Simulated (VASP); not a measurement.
# GeB2C2 (Pmm2) in VASP: band structure with PBE

Aim: the band structure of GeB2C2 with PBE.

Everything below comes from runs of VASP 6.6.1. Logs are shortened: lines on timing, memory, paths and dates and some standing lists are left out, and cuts for length are marked.

## 1. The structure

It takes space group Pmm2 (No. 25, orthorhombic). The conventional cell has a = 2.766 Å, b = 4.196 Å, c = 4.692 Å, α = 90.00°, β = 90.00°, γ = 90.00°. Ge (site symmetry mm2) is surrounded by 6 C at 2.51 to 2.69 Å and 6 B at 2.59 to 2.73 Å and 2 Ge at 2.77 Å. B (site symmetry mm2) is surrounded by 3 C at 1.57 to 1.59 Å. B (site symmetry mm2) has 3 C at 1.57 to 1.59 Å as nearest neighbours. C (site symmetry mm2) has 3 B at 1.57 Å as nearest neighbours. C (site symmetry mm2) is surrounded by 3 B at 1.59 Å.

The cell was built by a generator and needn't be a form met in nature.

## 2. Band structure, PBE

File INCAR:

```
ALGO = Normal
EDIFF = 1E-7
ENCUT = 520
GGA = PE
ISIF = 2
ISMEAR = 0
LASPH = True
LCHARG = False
LREAL = False
LWAVE = False
NBANDS = 22
NELM = 80
PREC = Accurate
SIGMA = 0.1
```

File KPOINTS:

```
k-points
0
Gamma
  10 8 6
```

File POSCAR:

```
GeB2C2
1.0
    2.7657600000      0.0000000000      0.0000000000
    0.0000000000      4.1963900000      0.0000000000
    0.0000000000      0.0000000000      4.6921200000
Ge B C
1 2 2
Direct
    0.0000000000      0.0000000000      0.9709040000
    0.5000000000      0.5000000000      0.8356970000
    0.0000000000      0.5000000000      0.3418920000
    0.0000000000      0.5000000000      0.6757050000
    0.5000000000      0.5000000000      0.1755900000
```

File KPOINTS_OPT:

```
path GXSYGZURTZ,YT,UX,SR
10
line-mode
reciprocal
 0.0000000000  0.0000000000  0.0000000000  G
 0.5000000000  0.0000000000  0.0000000000  X

 0.5000000000  0.0000000000  0.0000000000  X
 0.5000000000  0.5000000000  0.0000000000  S

 0.5000000000  0.5000000000  0.0000000000  S
 0.0000000000  0.5000000000  0.0000000000  Y

 0.0000000000  0.5000000000  0.0000000000  Y
 0.0000000000  0.0000000000  0.0000000000  G

 0.0000000000  0.0000000000  0.0000000000  G
 0.0000000000  0.0000000000  0.5000000000  Z

 0.0000000000  0.0000000000  0.5000000000  Z
 0.5000000000  0.0000000000  0.5000000000  U

 0.5000000000  0.0000000000  0.5000000000  U
 0.5000000000  0.5000000000  0.5000000000  R

 0.5000000000  0.5000000000  0.5000000000  R
 0.0000000000  0.5000000000  0.5000000000  T

 0.0000000000  0.5000000000  0.5000000000  T
 0.0000000000  0.0000000000  0.5000000000  Z

 0.0000000000  0.5000000000  0.0000000000  Y
 0.0000000000  0.5000000000  0.5000000000  T

 0.5000000000  0.0000000000  0.5000000000  U
 0.5000000000  0.0000000000  0.0000000000  X

 0.5000000000  0.5000000000  0.0000000000  S
 0.5000000000  0.5000000000  0.5000000000  R
```

Potentials or basis: VASP PAW PBE potentials, release 64 (Ge_d, B, C).

The run is started by

```bash
$ cat potpaw_PBE.64/Ge_d/POTCAR potpaw_PBE.64/B/POTCAR potpaw_PBE.64/C/POTCAR > POTCAR
$ mpirun -np 1 vasp_std > vasp.out
```

OUTCAR:

```text
EDIFF = 1E-7
   ENCUT = 520
   GGA = PE
   ISIF = 2
   ISMEAR = 0
   LASPH = True
   LREAL = False
   NELM = 80
   PREC = Accurate

 ion  position               nearest neighbor table
   1  0.000  0.000  0.971-
   2  0.500  0.500  0.836-   4 1.57   4 1.57   5 1.59
   3  0.000  0.500  0.342-   4 1.57   5 1.59   5 1.59
   4  0.000  0.500  0.676-   3 1.57   2 1.57   2 1.57
   5  0.500  0.500  0.176-   3 1.59   3 1.59   2 1.59

  LATTYP: Found a simple orthorhombic cell.
 ALAT       =     2.7657600000
 B/A-ratio  =     1.5172646940
 C/A-ratio  =     1.6965029504

  Lattice vectors:

 A1 = (   2.7657600000,   0.0000000000,   0.0000000000)
 A2 = (   0.0000000000,   4.1963900000,   0.0000000000)
 A3 = (   0.0000000000,   0.0000000000,   4.6921200000)

Analysis of symmetry for initial positions (statically):
=====================================================================
 Subroutine PRICEL returns:
 Original cell was already a primitive cell.

 Routine SETGRP: Setting up the symmetry group for a
 simple orthorhombic supercell.

 Subroutine GETGRP returns: Found  4 space group operations
 (whereof  4 operations were pure point group operations)
 out of a pool of  8 trial point group operations.

The static configuration has the point symmetry C_2v.

Analysis of symmetry for dynamics (positions and initial velocities):
=====================================================================
 Subroutine PRICEL returns:
 Original cell was already a primitive cell.

 Routine SETGRP: Setting up the symmetry group for a
 simple orthorhombic supercell.

 Subroutine GETGRP returns: Found  4 space group operations
 (whereof  4 operations were pure point group operations)
 out of a pool of  8 trial point group operations.

The dynamic configuration has the point symmetry C_2v.

 Subroutine INISYM returns: Found  4 space group operations
 (whereof  4 operations are pure point group operations),
 and found     1 'primitive' translations

----------------------------------------------------------------------------------------

                                     Primitive cell

  volume of cell :      54.4577

  direct lattice vectors                    reciprocal lattice vectors
     2.765760000  0.000000000  0.000000000     0.361564272  0.000000000  0.000000000
     0.000000000  4.196390000  0.000000000     0.000000000  0.238300063  0.000000000
     0.000000000  0.000000000  4.692120000     0.000000000  0.000000000  0.213123279
[... 87 lines left out ...]
   LASPH  =      T    aspherical Exc in radial PAW
   ENCUT  =  520.0 eV  38.22 Ry    6.18 a.u.   5.14  7.80  8.72*2*pi/ulx,y,z
   NELM   =     80;   NELMIN=  2; NELMDL= -5     # of ELM steps
   EDIFF  = 0.1E-06   stopping-criterion for ELM
   LREAL  =      F    real-space projection
   EDIFFG = 0.1E-05   stopping-criterion for IOM
   NSW    =      0    number of steps for IOM
   IBRION =     -1    ionic relax: 0-MD 1-quasi-New 2-CG
   NFREE  =      0    steps in history (QN), initial steepest desc. (CG)
   ISIF   =      2    stress and relaxation
   ISYM   =      2    0-nonsym 1-usesym 2-fastsym
   POTIM  = 0.5000    time-step for ionic-motion
   TEBEG  =    0.0;   TEEND  =   0.0 temperature during run
   PSTRESS=    0.0 pullay stress
   NELECT =      28.0000    total number of electrons
   NUPDOWN=      -1.0000    fix difference up-down
   EMIN   =  10.00;   EMAX   =-10.00  energy-range for DOS
   EFERMI =   0.00;   METHOD = LEGACY
   ISMEAR =     0;   SIGMA  =   0.10  broadening in eV -4-tet -1-fermi 0-gaus
   EFERMI_NEDOS =   21; number of points for ismear=-14 and -15
   IALGO  =     38    algorithm
   IMIX   =      4    mixing-type and parameters
     AMIX     =   0.40;   BMIX     =  1.00
     AMIX_MAG =   1.60;   BMIX_MAG =  1.00
  volume/ion in A,a.u.               =      10.89        73.50
  Fermi-wavevector in a.u.,A,eV,Ry     =   1.311518  2.478410 23.403113  1.720080
  Thomas-Fermi vector in A             =   2.441974
   LORBIT       =      0    0 simple, 1 ext, 2 COOP (PROOUT), +10 PAW based schemes
   GGA     = PE    functional components
   LHFCALC =     F    Hartree Fock is set to
   AEXX    =    0.0000 exact exchange contribution
   IVDW    =     0    specifies the selected vdW correction
   LEPSILON=     F    determine dielectric tensor
   LRPA    =     F    only Hartree local field effects (RPA)
 non-spin polarized calculation
 Gauss-broadening in eV      SIGMA  =   0.10
  energy-cutoff  :      520.00
  volume of cell :       54.46
 maximum number of plane-waves:      1488
 NGX is ok and might be reduce to    24
   NGX = 11   NGY = 15   NGZ = 17

 number of electron      28.0000018 magnetization

 Free energy of the ion-electron system (eV)
  ---------------------------------------------------
  ext. energy  EPLUGINS =         0.00000000
  ---------------------------------------------------
  free energy    TOTEN  =       -34.60386735 eV

  energy without entropy =      -34.59990966  energy(sigma->0) =      -34.60188850

 E-fermi :   4.7435     XC(G=0): -10.6318

 val. band max:        4.7341829760   @ k =   0.5000   0.5000   0.0000
 cond. band min:       4.7873753516   @ k =   0.5000   0.2500   0.0000
 fundamental gap:      0.0531923755
 Fermi energy:         4.7435111732

 k-point     1 :       0.0000    0.0000    0.0000
  band No.  band energies     occupation
      1     -20.2223      2.00000
      2     -20.1549      2.00000
      3     -20.1491      2.00000
      4     -20.1019      2.00000
      5     -20.0877      2.00000
      6     -10.4348      2.00000
[... 589 lines left out ...]
     21      15.3109      0.00000
     22      15.3671      0.00000

 [... further k-points ...]
[... 5 lines left out ...]
  --------------------------------------------------------------------------------------
  -------------------------------------------------------------------------------------
  Total       -0.0052916     -0.0109799     -0.0220989      0.0000000      0.0000000      0.0000000
  in kB       -0.1556830     -0.3230338     -0.6501619      0.0000000      0.0000000      0.0000000
  external PRESSURE =      -0.3762929 kB  Pullay stress =       0.0000000 kB

 VOLUME and BASIS-vectors are now :
 -----------------------------------------------------------------------------
  energy-cutoff  :      520.00
  volume of cell :       54.46
      direct lattice vectors                 reciprocal lattice vectors
     2.765760000  0.000000000  0.000000000     0.361564272  0.000000000  0.000000000
     0.000000000  4.196390000  0.000000000     0.000000000  0.238300063  0.000000000
     0.000000000  0.000000000  4.692120000     0.000000000  0.000000000  0.213123279

 POSITION                                       TOTAL-FORCE (eV/Angst)
 -----------------------------------------------------------------------------------
      0.00000      0.00000      4.55560         0.000000      0.000000     -0.002528
      1.38288      2.09820      3.92119         0.000000      0.000000     -0.000854
      0.00000      2.09820      1.60420         0.000000      0.000000      0.004212
      0.00000      2.09820      3.17049         0.000000      0.000000     -0.000871
      1.38288      2.09820      0.82389         0.000000      0.000000      0.000042
 -----------------------------------------------------------------------------------
    total drift:                                0.000000      0.000000      0.000606

  FREE ENERGIE OF THE ION-ELECTRON SYSTEM (eV)
  ---------------------------------------------------
  free  energy   TOTEN  =       -34.6038673452 eV

  energy  without entropy=      -34.5999096557  energy(sigma->0) =      -34.60188850
```

OSZICAR:

```text
N       E                     dE             d eps       ncg     rms          rms(c)
DAV:   1     0.192531196044E+03    0.19253E+03   -0.13201E+04  6476   0.262E+03
DAV:   2    -0.100237951714E+02   -0.20255E+03   -0.18914E+03  5888   0.653E+02
DAV:   3    -0.384047041071E+02   -0.28381E+02   -0.28020E+02  6474   0.126E+02
[... 16 lines left out ...]
DAV:   2    -0.235513514909E+05   -0.23254E+05     5916
DAV:   3    -0.267595851741E+05   -0.32082E+04     6434
DAV:   4    -0.268857928759E+05   -0.12621E+03     6218
DAV:   5    -0.268885978333E+05   -0.28050E+01     6590
DAV:   6    -0.268886755533E+05   -0.77720E-01     6414
DAV:   7    -0.268886778903E+05   -0.23371E-02     6780
DAV:   8    -0.268886779759E+05   -0.85523E-04     6474
DAV:   9    -0.268886779797E+05   -0.38141E-05     5580
DAV:  10    -0.268886779798E+05   -0.14879E-06     4006
DAV:  11    -0.268886779799E+05   -0.27918E-07     3648
```

Wall time 2.9 min (1 thread of AMD EPYC 7R13 (Zen 3), shared host); peak memory 0.32 GiB.

Results:

- Free energy: -34.6039 eV
- Pressure: 0.0 GPa
- Largest force: 0.004 eV/Å
- Band gap along the path: none (metal or under the smearing width)

Forces in eV/Å, atoms in the order of the input:
```
Ge   0.000  0.000 -0.003
B    0.000  0.000 -0.001
B    0.000  0.000  0.004
C    0.000  0.000 -0.001
C    0.000  0.000  0.000
```

Levels at the corners of the path, in eV from the Fermi level:
```tsv
point	band 11	band 12	band 13	band 14	band 15	band 16	band 17	band 18
Γ	-3.19	-0.89	-0.30	0.06	0.97	2.20	5.85	6.87
X	-5.15	-2.77	-2.08	-1.61	-1.26	3.67	3.78	3.80
X	-5.15	-2.77	-2.08	-1.61	-1.26	3.67	3.78	3.80
S	-5.34	-5.03	-4.83	-0.01	1.70	1.74	4.88	5.80
S	-5.34	-5.03	-4.83	-0.01	1.70	1.74	4.88	5.80
Y	-3.08	-1.39	-0.28	0.11	3.05	3.69	5.41	7.35
Y	-3.08	-1.39	-0.28	0.11	3.05	3.69	5.41	7.35
Γ	-3.19	-0.89	-0.30	0.06	0.97	2.20	5.85	6.87
Γ	-3.19	-0.89	-0.30	0.06	0.97	2.20	5.85	6.87
Z	-3.61	-3.15	-2.22	-1.83	-0.17	6.31	7.26	7.81
Z	-3.61	-3.15	-2.22	-1.83	-0.17	6.31	7.26	7.81
U	-2.76	-2.73	-1.39	-1.32	-1.28	0.84	2.86	2.89
U	-2.76	-2.73	-1.39	-1.32	-1.28	0.84	2.86	2.89
R	-5.17	-2.75	-2.60	-2.17	0.83	4.82	5.12	5.24
R	-5.17	-2.75	-2.60	-2.17	0.83	4.82	5.12	5.24
T	-3.53	-2.09	-1.80	0.88	3.88	3.89	6.42	7.20
T	-3.53	-2.09	-1.80	0.88	3.88	3.89	6.42	7.20
Z	-3.61	-3.15	-2.22	-1.83	-0.17	6.31	7.26	7.81
Y	-3.08	-1.39	-0.28	0.11	3.05	3.69	5.41	7.35
T	-3.53	-2.09	-1.80	0.88	3.88	3.89	6.42	7.20
U	-2.76	-2.73	-1.39	-1.32	-1.28	0.84	2.86	2.89
X	-5.15	-2.77	-2.08	-1.61	-1.26	3.67	3.78	3.80
S	-5.34	-5.03	-4.83	-0.01	1.70	1.74	4.88	5.80
R	-5.17	-2.75	-2.60	-2.17	0.83	4.82	5.12	5.24
```
